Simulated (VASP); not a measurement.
Here is the system:

```
GaN
1.0
    1.59053    -2.75488     0.00000
    1.59053     2.75488     0.00000
    0.00000     0.00000     5.17733
Ga N
2 2
Direct
  0.66667   0.33333   0.50002
  0.33333   0.66667   0.00002
  0.66667   0.33333   0.87698
  0.33333   0.66667   0.37698
```

Level of theory: AM05 GGA, VASP's PBE PAW potentials (set 64) (plane waves; VASP). Numerical set-up: 520 eV cut-off, Gaussian smearing of 0.050 eV, potentials Ga_d N.

Problem. Give the energies of bands 13 to 21 at the high-symmetry points, in eV from the valence-band maximum.

Solution. 
```
band      Γ      M      K      A      L      H
----  -----  -----  -----  -----  -----  -----
13    -7.14  -6.52  -5.39  -3.85  -6.68  -6.23
14    -1.05  -5.34  -5.39  -3.85  -6.68  -6.23
15    -1.05  -4.26  -5.37  -0.54  -1.98  -4.26
16    -0.03  -2.79  -3.03  -0.54  -1.98  -4.26
17     0.00  -2.24  -3.03  -0.54  -1.91  -1.49
18     0.00  -1.02  -2.77  -0.54  -1.91  -1.49
19     2.01   5.02   5.10   4.31   4.39   6.42
20     4.28   5.59   7.85   4.31   4.39   6.42
21     9.21   6.03   7.85   8.45   7.75   7.30
```

The gap is direct, 2.01 eV, from the valence maximum at Γ to the conduction minimum at Γ.

Measured: gap 3.68 eV (computed value off by -1.67 eV), as given by Wei Chen et al., Physical Review Materials (2018), doi:10.1103/physrevmaterials.2.073803 [zero-point renormalisation of 0.17 eV added back (the table's ZPR column)].

The compound is GaN in the wurtzite structure. It was relaxed first.
